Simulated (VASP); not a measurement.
Crystal: Ca2Os3.

```
Ca Os
1.0
     4.75431    0.00000    0.00000
     0.00000    4.75431    0.00000
     0.00000    0.00000    4.75431
Ca Os
2 3
Direct
  0.00000 0.00000 0.00000
  0.50000 0.50000 0.50000
  0.00000 0.50000 0.50000
  0.50000 0.00000 0.50000
  0.50000 0.50000 0.00000
```

The cell was built by a generator and needn't be a form met in nature.

The cell isn't the ideal one: random cell by space group and Wyckoff sites (Pm-3m, No. 221).

| Quantity | Value |
| --- | --- |
| Program | VASP 6.6.1 |
| Task | relaxation of cell and atoms |
| Functional | PBE |
| Potentials or basis | VASP PAW PBE potentials, release 64 (Ca_sv, Os) |
| Cutoff | 600 eV |
| k mesh | 8 × 8 × 8 |
| Occupations | gaussian, width 0.1 eV |
| Spin | no spin polarisation |

At the start: pressure 1.6 GPa; volume 21.49 Å³/atom.

Where does the relaxation end?

Over 3 steps the energy falls by 2.1 meV/atom and the volume is 21.94 Å³/atom (+2.1 %); space group Pm-3m (No. 221, to 0.05 Å).

The path:
| step | energy change (eV) | largest force (eV/Å) | pressure (GPa) | volume (Å³) |
| --- | --- | --- | --- | --- |
| 1 | 0.0000 | 0.0000 | 1.56 | 107.46 |
| 2 | -0.0086 | 0.0000 | -0.65 | 110.75 |
| 3 | -0.0107 | 0.0000 | 0.00 | 109.72 |

Final structure:
```
CELL_PARAMETERS angstrom
4.78735 0.00000 0.00000
0.00000 4.78735 0.00000
0.00000 0.00000 4.78735
ATOMIC_POSITIONS crystal
Ca 0.00000 0.00000 0.00000
Ca 0.50000 0.50000 0.50000
Os 0.00000 0.50000 0.50000
Os 0.50000 0.00000 0.50000
Os 0.50000 0.50000 0.00000
```
